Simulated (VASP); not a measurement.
A VASP calculation is set up with these files.

File KPOINTS:
```
kpoints
0
Gamma
5 5 8
```

**POSCAR**
```
SnO2
1
    4.7884999590     0.0000000000     0.0000000000
    0.0000000000     4.7884999590     0.0000000000
    0.0000000000     0.0000000000     3.2366640055
Sn O
2 4
Direct
  0.0000000000   0.0000000000   0.0000000000
  0.5000000000   0.5000000000   0.5000000000
  0.3061319584   0.3061319584   0.0000000000
  0.8061319584   0.1938680416   0.5000000000
  0.1938680416   0.8061319584   0.5000000000
  0.6938680416   0.6938680416   0.0000000000
```

### INCAR
```
ISMEAR = -5   # tetrahedra, Bloechl
NEDOS = 601   # DOS grid
ENCUT = 520
AGGAC = 0.0
PARAM2 = 1.0
NELM = 100   # most electronic steps
GGA = MK
LUSE_VDW = .TRUE.
PARAM1 = 0.1234
LWAVE = .FALSE.
ALGO = Normal
LMAXMIX = 4   # l cut-off of mixed one-centre charges
LASPH = .TRUE.   # aspherical one-centre terms
ISIF = 2
LCHARG = .TRUE.
SYSTEM = SnO2
LORBIT = 11
LREAL = .FALSE.
EDIFF = 1E-7
PREC = Accurate
```

POTCAR, in this order: Sn_d O (PBE.64 set). Program: vasp_std.

Translate this optB86b-vdW calculation to Quantum ESPRESSO's pw.x.

One equivalent input (not run):
```
&CONTROL
  calculation = 'scf'
  pseudo_dir = './pseudo'
  outdir = './out'
  tprnfor = .true.
  tstress = .true.
/
&SYSTEM
  ibrav = 0
  nat = 6
  ntyp = 2
  ecutwfc = 84
  occupations = 'tetrahedra'
  input_dft = 'vdw-df-ob86'
/
&ELECTRONS
  conv_thr = 7.3e-09
  electron_maxstep = 100
/
ATOMIC_SPECIES
  Sn 118.710 Sn.upf
  O 15.999 O.upf
CELL_PARAMETERS angstrom
     4.7885000    0.0000000    0.0000000
     0.0000000    4.7885000    0.0000000
     0.0000000    0.0000000    3.2366640
ATOMIC_POSITIONS crystal
  Sn   0.0000000  0.0000000  0.0000000
  Sn   0.5000000  0.5000000  0.5000000
  O    0.3061320  0.3061320  0.0000000
  O    0.8061320  0.1938680  0.5000000
  O    0.1938680  0.8061320  0.5000000
  O    0.6938680  0.6938680  0.0000000
K_POINTS automatic
  5 5 8 0 0 0
```
The two are equivalent in intent, not identical: the potentials are each code's own (VASP's PAW set, PseudoDojo norm-conserving files in pw.x), so ENCUT and ecutwfc are chosen apart and not converted; conv_thr bounds pw.x's estimated SCF error, while EDIFF bounds the energy change between steps.

The compound is SnO2 in the rutile structure. It was relaxed first.
